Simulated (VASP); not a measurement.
Data:

```yaml
crystal:
  lattice:
    - [3.58970, 0.00000, 0.00000]
    - [0.00000, 3.58970, 0.00000]
    - [0.00000, 0.00000, 3.58970]
  atoms:
    - { symbol: Si, position: [0.00000, 0.00000, 0.00000] }
    - { symbol: Ni, position: [0.00000, 0.50000, 0.50000] }
    - { symbol: Ni, position: [0.50000, 0.00000, 0.50000] }
    - { symbol: Ni, position: [0.50000, 0.50000, 0.00000] }
```

The numbers are results of vdW-DF2, VASP's PBE PAW potentials (set 64) (plane waves; VASP), not measurements. Numerical set-up: 520 eV cut-off, Gaussian smearing of 0.050 eV, potentials Si Ni.

Give the energies of bands 7 to 20 at the high-symmetry points, in eV from the Fermi level.

```
band      Γ      X      M      R
----  -----  -----  -----  -----
7     -3.13  -2.49  -2.40  -3.28
8     -1.38  -1.90  -2.40  -1.97
9     -1.38  -1.90  -1.83  -1.97
10    -1.38  -1.81  -1.83  -1.97
11    -0.71  -1.74  -1.38  -1.30
12    -0.71  -1.17  -1.30  -1.30
13    -0.71  -1.16  -1.30  -1.30
14    -0.58  -1.16  -1.26  -1.11
15    -0.58  -1.03  -0.99  -1.11
16    -0.28  -0.53  -0.88  -0.18
17     0.05   0.05  -0.83  -0.18
18     0.05   3.34   0.60  -0.18
19     0.05   3.34   0.60   0.04
20     4.05   4.58   5.13   0.84
```

It has no gap at this level: it comes out as a metal or semimetal.

The compound is Ni3Si in the L1_2 structure. It was relaxed first, which changed the volume by +7 %. The run is not spin-polarised, so no magnetic state was tried.
